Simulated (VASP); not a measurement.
Consider the following.

```
Se
1.0
    2.25067    -3.89828     0.00000
    2.25067     3.89828     0.00000
    0.00000     0.00000     4.98584
Se
3
Direct
  0.00000   0.21755   0.66667
  0.78245   0.78245   0.00000
  0.21755   0.00000   0.33333
```

These are r2SCAN meta-GGA, VASP's PBE PAW potentials (set 64) (plane waves; VASP 6.6.1) values and carry that method's errors. Settings: 480 eV cut-off, 6×6×4 Γ-centred mesh, Gaussian smearing of 0.050 eV, potentials Se.

Each row applies one change to this cell, which was relaxed at other settings and keeps the small stress of the first row; at a fixed cut-off the stress holds a Pulay part, so it need not integrate to ΔE exactly. Stress is in GPa, positive when the cell is compressed; gaps are those on the k-mesh, and 0.00 means metallic.

```csv
change,ΔE (meV/atom),σxx,σyy,σzz,"largest shear component, with its sign (GPa)",largest force (eV/Å),gap (eV)
none,0.0,0.00,0.00,0.06,0.00,0.000,1.32
shear strain γ_xy = -1.0 %,0.1,0.00,0.00,0.06,-0.18,0.050,1.32
atom 3 (Se) moved by 0.100 Å along y,___,___,___,___,___,___,___
biaxial strain of -3.0 % in the xy plane,___,___,___,___,___,___,___
biaxial strain of +2.0 % in the xy plane with the ions relaxed,1.1,-0.32,-0.32,-0.43,0.00,0.001,1.40
atom 3 (Se) moved by 0.150 Å along z,33.3,-0.56,1.62,0.71,2.94,1.395,0.90
uniaxial strain of +2.0 % along x with the ions relaxed,0.4,-0.24,-0.11,-0.20,0.08,0.006,1.35
biaxial strain of +0.5 % in the xz plane,0.5,-0.49,-0.37,-0.78,0.08,0.120,1.29
uniaxial strain of -1.0 % along y,0.5,0.26,0.51,0.57,0.19,0.123,1.30
```

Question: Complete the blanks.

Answer: 
- atom 3 (Se) moved by 0.100 Å along y, ΔE (meV/atom): 12.4
- atom 3 (Se) moved by 0.100 Å along y, σxx: 1.12
- atom 3 (Se) moved by 0.100 Å along y, σyy: 2.07
- atom 3 (Se) moved by 0.100 Å along y, σzz: 2.22
- atom 3 (Se) moved by 0.100 Å along y, largest shear component, with its sign (GPa): 0.81
- atom 3 (Se) moved by 0.100 Å along y, largest force (eV/Å): 0.818
- atom 3 (Se) moved by 0.100 Å along y, gap (eV): 1.26
- biaxial strain of -3.0 % in the xy plane, ΔE (meV/atom): 13.5
- biaxial strain of -3.0 % in the xy plane, σxx: 2.57
- biaxial strain of -3.0 % in the xy plane, σyy: 2.57
- biaxial strain of -3.0 % in the xy plane, σzz: 3.52
- biaxial strain of -3.0 % in the xy plane, largest shear component, with its sign (GPa): 0.00
- biaxial strain of -3.0 % in the xy plane, largest force (eV/Å): 0.607
- biaxial strain of -3.0 % in the xy plane, gap (eV): 1.17

Failed runs are left out, and for metals the shear rows, which the mesh's noise covers.

The compound is Se in the trig structure.
